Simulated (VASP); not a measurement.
MoS2: band structure with HSE06

**Experimental background.**

“Multiwavelength excitation Raman Scattering Analysis of bulk and 2 dimensional MoS2: Vibrational properties of atomically thin MoS2 layers”, 2015, arxiv:1506.03228 reports, for a bulk crystal of MoS2 at 300 K: band gap 1.3 eV (indirect).

The system is MoS2.

```
Mo S
1.0
     3.14878    0.00000    0.00000
    -1.57439    2.72692    0.00000
     0.00000    0.00000   12.08852
Mo S
2 4
Direct
  0.33333 0.66667 0.25000
  0.66667 0.33333 0.75000
  0.33333 0.66667 0.62053
  0.66667 0.33333 0.12053
  0.33333 0.66667 0.87947
  0.66667 0.33333 0.37947
```

| Property | Result |
| --- | --- |
| Program | VASP 6.6.1 |
| Task | band structure |
| Functional | HSE06 |
| Potentials or basis | VASP PAW PBE potentials, release 64 (Mo_sv, S) |
| Cutoff | 520 eV |
| k mesh | 6 × 6 × 2 |
| Occupations | gaussian, width 0.03 eV |
| Spin | no spin polarisation |
| Grid for exact exchange (PRECFOCK) | Fast |
| Screening parameter | 0.2 1/A |
| Further INCAR settings | ALGO = Normal; EDIFF = 1e-06; NBANDS = 35 |

```
Pressure                : -0.9 GPa
Largest force           : 0.555 eV/Å
Band gap on the k mesh  : 1.36 eV, indirect (least direct gap 2.19 eV)
Band gap along the path : 1.56 eV, indirect (least direct gap 2.19 eV)
```

Forces in eV/Å, atoms in the order of the input:
```
Mo   0.000  0.000  0.000
Mo   0.000  0.000  0.000
S    0.000  0.000  0.555
S    0.000  0.000  0.555
S    0.000  0.000 -0.555
S    0.000  0.000 -0.555
```

Stress tensor (GPa, compression positive):
```
-0.78  0.00  0.00
 0.00 -0.78  0.00
 0.00  0.00 -1.21
```

Levels at points of the mesh, in eV from the valence-band top:
| k point | band 24 | band 25 | band 26 | band 27 | band 28 | band 29 |
| --- | --- | --- | --- | --- | --- | --- |
| (0.00, 0.00, 0.00) | -1.40 | -1.33 | 0.00 | 2.83 | 2.83 | 2.87 |
| (0.50, 0.00, 0.00) | -1.74 | -1.69 | -1.51 | 2.27 | 2.34 | 2.68 |
| (0.00, 0.00, 0.50) | -2.39 | -0.31 | -0.31 | 2.83 | 2.83 | 2.83 |
| (0.50, 0.00, 0.50) | -1.88 | -1.59 | -1.59 | 2.30 | 2.30 | 2.87 |

Wall time 30 min on 4 MPI ranks on Intel(R) Xeon(R) Platinum 8488C (Sapphire Rapids), on a shared host, peak memory 0.42 GiB a rank.

Against the measured gap of MoS2, 1.3 eV (indirect; 300 K; “Multiwavelength excitation Raman Scattering Analysis of bulk and 2 dimensional MoS2: Vibrational properties of atomically thin MoS2 layers”, 2015, arxiv:1506.03228), the calculated 1.36 eV is off by +0.06 eV. Spin-orbit coupling on Mo is left out. The value is that of HSE06 on a finite k mesh, which can miss the band edges, without temperature or zero-point motion.

Caveat: the PAW data sets were made with another functional, which shifts forces and pressure a little; this functional lacks dispersion, which binds the layers, so the pressure and a relaxed spacing across them are unreliable.
